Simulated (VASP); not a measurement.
```
Ag2O
1.0
    4.80884     0.00000     0.00000
    0.00000     4.80884     0.00000
    0.00000     0.00000     4.80884
Ag O
4 2
Direct
  0.75000   0.25000   0.75000
  0.25000   0.75000   0.75000
  0.75000   0.75000   0.25000
  0.25000   0.25000   0.25000
  0.00000   0.00000   0.00000
  0.50000   0.50000   0.50000
```

Level of theory: AM05 GGA, VASP's PBE PAW potentials (set 64) (plane waves; VASP). Run with 520 eV cut-off, 7×7×7 Γ-centred mesh, first-order Methfessel-Paxton smearing of 0.10 eV, potentials Ag O.

**Question.** Predict the energy per atom (σ→0), pressure, band gap (on the k-mesh) with the smallest direct gap where there is one.

**Answer.** 
The band gap (on the k-mesh) is none (metal, semimetal or under 0.01 eV) and the energy per atom (σ→0) comes out as -3.733 eV/atom. The pressure comes out as -4.03 GPa.

Only differences to runs with the same potentials and settings are physical.

The compound is Ag2O in the cuprite structure. This cell is one point of a volume scan, at 1.06 of the reference volume.
